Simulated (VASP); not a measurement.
A convergence study with VASP on BaHfO3 (cubic perovskite): one setting is varied, all else stays as given below, so the limit is that of these other settings.

```
BaHfO3
1.0
    4.17000     0.00000     0.00000
    0.00000     4.17000     0.00000
    0.00000     0.00000     4.17000
Ba Hf O
1 1 3
Cartesian
  0.00000   0.00000   0.00000
  2.08500   2.08500   2.08500
  2.08500   0.00000   2.08500
  0.00000   2.08500   2.08500
  2.08500   2.08500   0.00000
```

Method: PBE GGA, VASP's PBE PAW potentials (set 64) (plane waves; VASP). The tightest run used: 700 eV cut-off, 10×10×10 Monkhorst-Pack mesh, Gaussian smearing of 0.050 eV, potentials Ba_sv Hf_pv O.

Question: The settings run are 1×1×1 mesh; 2×2×2 mesh; 3×3×3 mesh; 4×4×4 mesh; 5×5×5 mesh; 6×6×6 mesh; 7×7×7 mesh; 8×8×8 mesh; 9×9×9 mesh; 10×10×10 mesh. From which on does the energy per atom stay within 0.01 eV/atom of the tightest run?

Answer: From 4×4×4 mesh on: it is off by 0.0018 there and by no more than 0.01 in any finer run, while 3×3×3 mesh is off by 0.0141.
```csv
setting,E (eV/atom),pressure (GPa),irreducible k-points,difference judged (eV/atom)
1×1×1 mesh,-5.1938,44.14,1,3.5176
2×2×2 mesh,-8.7874,2.96,1,0.0760
3×3×3 mesh,-8.6973,3.75,4,0.0141
4×4×4 mesh,-8.7132,3.52,4,0.0018
5×5×5 mesh,-8.7111,3.55,10,0.0003
6×6×6 mesh,-8.7115,3.54,10,0.0001
7×7×7 mesh,-8.7114,3.54,20,0.0000
8×8×8 mesh,-8.7114,3.51,20,0.0000
9×9×9 mesh,-8.7114,3.55,35,0.0000
10×10×10 mesh,-8.7114,3.54,35,0.0000
```

Left out are rungs that failed or repeat a setting and relaxations that didn't move; long series are thinned to 24 rows.

The compound is BaHfO3 in the cubic perovskite structure. The cell was not relaxed at this level.
